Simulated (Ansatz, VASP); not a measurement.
# Cross-check of V (V wire along [100], 25 atoms a period) between VASP and Ansatz, part 3 of 3

Wanted: the spread between two codes on one cell, functional and k mesh. Of the first pair: The structure shown is the start of the Ansatz relaxation below; VASP solves that cell, so the two are compared at the walk's first step.

VASP 6.6.1 and Ansatz 0.2.0.

So far. Step 4 (Differences): The forces differ by 8.1 meV/Å r.m.s., which is 1.6 % of the r.m.s. force of 0.523 eV/Å (both taken over all components).

**5. Ansatz: relaxation, PBE**

Level of this step: Ansatz beside VASP: Kohn-Sham DFT, plane waves, PBE (Ansatz).

This run makes the geometry at which the two programs are then compared. The cell compared in this pair holds 1036.30 Å³, against 1052.29 Å³ for the pair before.

The structure compared here is the end of the Ansatz relaxation.

input.yaml reads:

```yaml
crystal:
  lattice:
    - [18.76, 0.0, 0.0]
    - [0.0, 18.76, 0.0]
    - [0.0, 0.0, 2.99]
  atoms:
    - { symbol: V, position: [0.181236674, 0.5, 0.0] }
    - { symbol: V, position: [0.340618337, 0.340618337, 0.0] }
    - { symbol: V, position: [0.340618337, 0.5, 0.0] }
    - { symbol: V, position: [0.340618337, 0.659381663, 0.0] }
    - { symbol: V, position: [0.5, 0.181236674, 0.0] }
    - { symbol: V, position: [0.5, 0.340618337, 0.0] }
    - { symbol: V, position: [0.5, 0.5, 0.0] }
    - { symbol: V, position: [0.5, 0.659381663, 0.0] }
    - { symbol: V, position: [0.5, 0.818763326, 0.0] }
    - { symbol: V, position: [0.659381663, 0.340618337, 0.0] }
    - { symbol: V, position: [0.659381663, 0.5, 0.0] }
    - { symbol: V, position: [0.659381663, 0.659381663, 0.0] }
    - { symbol: V, position: [0.818763326, 0.5, 0.0] }
    - { symbol: V, position: [0.260927505, 0.420309168, 0.5] }
    - { symbol: V, position: [0.260927505, 0.579690832, 0.5] }
    - { symbol: V, position: [0.420309168, 0.260927505, 0.5] }
    - { symbol: V, position: [0.420309168, 0.420309168, 0.5] }
    - { symbol: V, position: [0.420309168, 0.579690832, 0.5] }
    - { symbol: V, position: [0.420309168, 0.739072495, 0.5] }
    - { symbol: V, position: [0.579690832, 0.260927505, 0.5] }
    - { symbol: V, position: [0.579690832, 0.420309168, 0.5] }
    - { symbol: V, position: [0.579690832, 0.579690832, 0.5] }
    - { symbol: V, position: [0.579690832, 0.739072495, 0.5] }
    - { symbol: V, position: [0.739072495, 0.420309168, 0.5] }
    - { symbol: V, position: [0.739072495, 0.579690832, 0.5] }
kpoints:
  mp_grid: { grid: [1, 1, 27] }
scf:
  occupations: { method: fermi_dirac, width: 0.05 }
hamiltonian:
  xc: pbe
  pseudopotentials: { kind: paw, azcp: { folder: soft_1 } }
relax:
  cell: { fix: [a, b, alpha, beta, gamma] }
  max_steps: 45
  f_tol: 0.03
```

Started as:

```
ansatz run input.yaml --threads 4 --pin off --max-ram 16384MiB --backend cpu --events-out ev --progress --plain --runs-dir out
```

Numbers of over 12 decimals in the logs are rounded to 6 here.

Log:

```text
[...]
Crystal: 25 atoms, lattice volume = 1052.293 Å³
Basis set: ecut = 420 eV, 20365 PW (Γ), exchange–correlation on 256×256×40 points (8 copies of the dense FFT grid, shifted against one another)
Bands: 195, of which v1, the nominal top of the filled ones, is band 163 counted from 1 (162 counted from 0)
Symmetry: 16 space group operations
[...]
k-points: 14 of 27
[...]
- { symbol: V, position: [0.500000, 0.196630, 0.0] }
    - { symbol: V, position: [0.500000, 0.343682, 0.0] }
    - { symbol: V, position: [0.500000, 0.500000, 0.0] }
    - { symbol: V, position: [0.500000, 0.656318, 0.0] }
[...]
- { symbol: V, position: [0.580591, 0.580591, 0.500000] }
    - { symbol: V, position: [0.576580, 0.736016, 0.500000] }
    - { symbol: V, position: [0.736016, 0.423420, 0.500000] }
    - { symbol: V, position: [0.736016, 0.576580, 0.500000] }
[key lines of the parts left out:]
SCF converged after 8 iterations
Free energy (F): -72792.410586 eV
Fermi energy:    2.640829 eV
P = ⅓ Tr σ = 0.0101 GPa (0.101 kbar)
```

**6. VASP: single point, PBE, relaxed cell, pair 2**

The same cell, functional, mesh and smearing now go to VASP, with its own data sets.

INCAR reads:

```
SYSTEM = V
PREC = Accurate
ENCUT = 500
EDIFF = 1E-06
NELM = 120
ISMEAR = -1
SIGMA = 0.05
LREAL = .FALSE.
ALGO = Normal
GGA = PE
NBANDS = 188
LASPH = .TRUE.
LORBIT = 11
LWAVE = .FALSE.
LCHARG = .FALSE.
ISIF = 2
GGA_COMPAT = .FALSE.
KPAR = 4
```

POSCAR reads:

```
V
1.0
   18.7600000000      0.0000000000      0.0000000000
    0.0000000000     18.7600000000      0.0000000000
    0.0000000000      0.0000000000      2.9445570807
V
25
Direct
    0.1966302068      0.5000000000      0.0000000000
    0.3421708420      0.3421708420      0.0000000000
    0.3436820276      0.5000000000      0.0000000000
    0.3421708420      0.6578291580      0.0000000000
    0.5000000000      0.1966302068      0.0000000000
    0.5000000000      0.3436820276      0.0000000000
    0.5000000000      0.5000000000      0.0000000000
    0.5000000000      0.6563179724      0.0000000000
    0.5000000000      0.8033697932      0.0000000000
    0.6578291580      0.3421708420      0.0000000000
    0.6563179724      0.5000000000      0.0000000000
    0.6578291580      0.6578291580      0.0000000000
    0.8033697932      0.5000000000      0.0000000000
    0.2639835298      0.4234198614      0.5000000000
    0.2639835298      0.5765801386      0.5000000000
    0.4234198614      0.2639835298      0.5000000000
    0.4194091171      0.4194091171      0.5000000000
    0.4194091171      0.5805908829      0.5000000000
    0.4234198614      0.7360164702      0.5000000000
    0.5765801386      0.2639835298      0.5000000000
    0.5805908829      0.4194091171      0.5000000000
    0.5805908829      0.5805908829      0.5000000000
    0.5765801386      0.7360164702      0.5000000000
    0.7360164702      0.4234198614      0.5000000000
    0.7360164702      0.5765801386      0.5000000000
```

KPOINTS reads:

```
Automatic mesh
0
Gamma
1 1 27
0 0 0
```

PAW data sets: V_sv (PBE family, release 64).

Started as:

```
mpirun -np 4 vasp_std
```

Log:

```text
[banner, memory and clock lines left out]
running    4 mpi-ranks, on    1 nodes
[...]
[... a notice as in an earlier step ...]

 LDA part: xc-table for (Slater+PW92), standard interpolation
 POSCAR, INCAR and KPOINTS ok, starting setup
[...]
entering main loop
       N       E                     dE             d eps       ncg     rms          rms(c)
DAV:   1     0.464922196280E+04    0.46492E+04   -0.20335E+05  6672   0.159E+03
DAV:   2     0.239245066552E+02   -0.46253E+04   -0.45562E+04  5268   0.564E+02
DAV:   3    -0.238969501600E+03   -0.26289E+03   -0.25466E+03  7416   0.141E+02
DAV:   4    -0.252858484171E+03   -0.13889E+02   -0.13371E+02  6992   0.246E+01
[...]
DAV:  32    -0.206964155751E+03   -0.76237E-05   -0.52399E-07  3376   0.153E-03    0.919E-04
DAV:  33    -0.206964159275E+03   -0.35238E-05   -0.23754E-07  3288   0.123E-03    0.678E-04
DAV:  34    -0.206964159518E+03   -0.24298E-06   -0.34305E-08  3072   0.449E-04
   1 F= -.20696416E+03 E0= -.20678276E+03  d E =-.362798E+00
```

Parts of OUTCAR (step 6):

```text
  Total        0.2940135      0.2940135      0.3937802      0.0000000      0.0000000     -0.0000000
  in kB        0.4545611      0.4545611      0.6088059      0.0000000      0.0000000     -0.0000000
  external PRESSURE =       0.5059760 kB  Pullay stress =       0.0000000 kB

 POSITION                                       TOTAL-FORCE (eV/Angst)
 -----------------------------------------------------------------------------------
      3.68878      9.38000      0.00000        -0.046755     -0.000000     -0.000000
      6.41912      6.41912      0.00000        -0.009009     -0.009009     -0.000000
      6.44747      9.38000      0.00000         0.009242     -0.000000     -0.000000
      6.41912     12.34088      0.00000        -0.009009      0.009009      0.000000
      9.38000      3.68878      0.00000        -0.000000     -0.046755      0.000000
      9.38000      6.44747      0.00000        -0.000000      0.009242     -0.000000
      9.38000      9.38000      0.00000        -0.000000     -0.000000     -0.000000
      9.38000     12.31253      0.00000        -0.000000     -0.009242     -0.000000
      9.38000     15.07122      0.00000        -0.000000      0.046755     -0.000000
     12.34088      6.41912      0.00000         0.009009     -0.009009     -0.000000
     12.31253      9.38000      0.00000        -0.009242     -0.000000     -0.000000
     12.34088     12.34088      0.00000         0.009009      0.009009     -0.000000
     15.07122      9.38000      0.00000         0.046755     -0.000000      0.000000
      4.95233      7.94336      1.47228         0.001979     -0.030101      0.000000
[...]
-----------------------------------------------------------------------------------
    total drift:                               -0.000000     -0.000000      0.000000

  FREE ENERGIE OF THE ION-ELECTRON SYSTEM (eV)
  ---------------------------------------------------
  free  energy   TOTEN  =      -206.9641595176 eV

  energy  without entropy=     -206.6013618236  energy(sigma->0) =     -206.78276067

[... 1 part as in an earlier step ...]

[... 2 further parts left out ...]
[key lines of the parts left out:]
E-fermi :   0.4151
```

**7. Comparison**

What differs besides the data sets and the points named for the pairs above, as far as they apply: the cutoff is 420 eV in Ansatz and 500 eV in VASP; Ansatz's pressure holds a Pulay correction, VASP's none. Total energies have different zeros and are not compared.

Compared:

```csv
quantity,Ansatz,VASP,difference
pressure (GPa),0.01,0.05,-0.04
```

At this near-relaxed geometry the largest component of a force difference is 50 meV/Å.

**8. Outcome**

| Item | Value |
| --- | --- |
| r.m.s. force difference (single point, PBE, start cell, pair 1) | 1.6 % of the r.m.s. force |
| r.m.s. force difference (single point, PBE, relaxed cell, pair 2) | 16 meV/Å |

**Reading.** The r.m.s. force difference is 16 meV/Å (single point, PBE, relaxed cell, pair 2), beyond the 12 meV/Å picked in this series as the mark of a large difference. What causes the difference of the single point, PBE, relaxed cell, pair 2 pair stays open here. How closely two codes agree says nothing of how well the functional describes the real material.

[Lines on the potential files, build, host, timing and source positions are cut from VASP's logs without a mark.]

[Logs are printed without paths, hosts, clocks, repeated set-up lines and the standing remarks that a program may print on its own settings, such as how far it seeks lower states.]

[Hosts, paths, dates, database ids (printed as entryN), source tags and the programs' standing remarks are cut or masked in the printed files.]
